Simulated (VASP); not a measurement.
Given:

```
CELL_PARAMETERS angstrom
      4.17774     0.00000     0.00000
      0.00000     4.17774     0.00000
      0.00000     0.00000     4.17774
ATOMIC_POSITIONS crystal
  Sc 0.00000 0.00000 0.00000
  Al 0.50000 0.00000 0.50000
  Al 0.00000 0.50000 0.50000
  Al 0.50000 0.50000 0.00000
```

Computed with PBE GGA, VASP's PBE PAW potentials (set 64) (plane waves; VASP). Run with 300 eV cut-off, 6×6×6 Γ-centred mesh, first-order Methfessel-Paxton smearing of 0.10 eV, potentials Sc_sv Al.

At this cut-off the stress carries a Pulay error, which pulls relaxed volumes low. Energy and stress use the plane-wave basis of the starting cell.

Question: The ions, cell shape and volume are relaxed. Predict the relaxed structure.

Answer: 
```
CELL_PARAMETERS angstrom
      4.10024     0.00000     0.00000
      0.00000     4.10024     0.00000
      0.00000     0.00000     4.10024
ATOMIC_POSITIONS crystal
  Sc 0.00000 0.00000 0.00000
  Al 0.50000 0.00000 0.50000
  Al 0.00000 0.50000 0.50000
  Al 0.50000 0.50000 0.00000
```
Space group Pm-3m (221), at a tolerance of 0.03 Å.

Question: How do energy and volume change from the first to the last step?

Answer: The energy (σ→0) changes by -14.3 meV/atom and the volume by -5.5 %, in 3 ionic steps.

```
step  E(σ→0) (eV)  max force (eV/Å)  pressure (GPa)  volume (Å³)
----  -----------  ----------------  --------------  -----------
1        -19.2203             0.000           -4.22        72.92
2        -19.2736             0.000            1.30        67.96
3        -19.2774             0.000            0.00        68.93
```

The structure comes from a computed database's ScAl3 entry; how it stands against other phases isn't given here. This run relaxes it. Symmetry was kept, so distortions that lower it aren't found. The run is one of a series of settings (EDIFFG = -0.01, IBRION = 2, ISIF = 3, NSW = 50 against the base run), some of them coarse on purpose.
